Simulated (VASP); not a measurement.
Consider the following.

```
Al2O3
1.0
    4.51594    -2.36672    -0.00048
    4.51594     2.36672    -0.00048
    3.27600     0.00000     3.90677
Al O
4 6
Cartesian
 10.48608   0.00000   3.32768
  4.33214   0.00000   1.37477
  1.82179   0.00000   0.57813
  7.97572   0.00000   2.53104
  4.71497  -0.91943   2.92984
  5.09409   1.64307   1.73516
  7.59290   0.91943   0.97597
  6.73209   0.72364   3.68855
  7.21378  -1.64307   2.17065
  5.57578  -0.72364   0.21726
```

All values below come from LDA (Ceperley-Alder, Perdew-Zunger), VASP's LDA PAW potentials (set 64) (plane waves; VASP 6.6.1). Settings: 520 eV cut-off, 6×6×6 Γ-centred mesh, tetrahedra with Blöchl corrections, potentials Al O.

The cores are frozen, which limits the accuracy of field gradients.

Q: Give the principal components of the electric field gradient (V/Å²) and the asymmetry η at each nucleus.

A: 
```tsv
atom	Vxx	Vyy	Vzz	η
Al1	-3.1	-3.1	6.3	0.00
Al2	-3.1	-3.1	6.3	0.00
Al3	-3.1	-3.1	6.3	0.00
Al4	-3.1	-3.1	6.3	0.00
O5	26.4	8.6	-35.0	0.51
O6	26.4	8.6	-35.0	0.51
O7	26.4	8.6	-35.0	0.51
O8	26.4	8.6	-35.0	0.51
O9	26.4	8.6	-35.0	0.51
O10	26.4	8.6	-35.0	0.51
```

The compound is Al2O3 in the corundum structure. It was relaxed first.
